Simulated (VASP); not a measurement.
The system is EuMo.

```
Eu Mo
1.0
     3.53145    0.00000    0.00000
     0.00000    3.53145    0.00000
     0.00000    0.00000    3.53145
Eu Mo
1 1
Direct
  0.50000 0.50000 0.50000
  0.00000 0.00000 0.00000
```

The cell was built by a generator and needn't be a form met in nature.

- Program: VASP 6.6.1
- Task: relaxation of cell and atoms
- Functional: BLYP
- Potentials or basis: VASP PAW PBE potentials, release 64 (Eu, Mo_sv)
- Cutoff: 600 eV
- k mesh: 6 × 6 × 6
- Occupations: fermi-dirac, width 0.05 eV
- Spin: collinear spin, ferromagnetic start
- Starting moments: [7.0, 1.0] μB

At the start: pressure 4.7 GPa; volume 22.02 Å³/atom.

Where does the relaxation end?

Over 4 steps the energy falls by 27.4 meV/atom and the volume is 24.74 Å³/atom (+12.4 %); space group Pm-3m (No. 221, to 0.05 Å); moment 4.37 μB per cell.

Step by step:
```
step  energy change (eV)  largest force (eV/Å)  pressure (GPa)  volume (Å³)
   1              0.0000                0.0000            4.65        44.04
   2             -0.0519                0.0000            0.70        48.24
   3             -0.0544                0.0000            0.21        49.10
   4             -0.0547                0.0000            0.02        49.49
```

Final structure:
```yaml
crystal:
  lattice:
    - [3.67142, 0.00000, 0.00000]
    - [0.00000, 3.67142, 0.00000]
    - [0.00000, 0.00000, 3.67142]
  atoms:
    - { symbol: Eu, position: [0.50000, 0.50000, 0.50000] }
    - { symbol: Mo, position: [0.00000, 0.00000, 0.00000] }
```

Caveat: the PAW data sets were made with another functional, which shifts forces and pressure a little; without U or exact exchange the open f shell lies at the Fermi level, which spoils levels, moments and volumes.
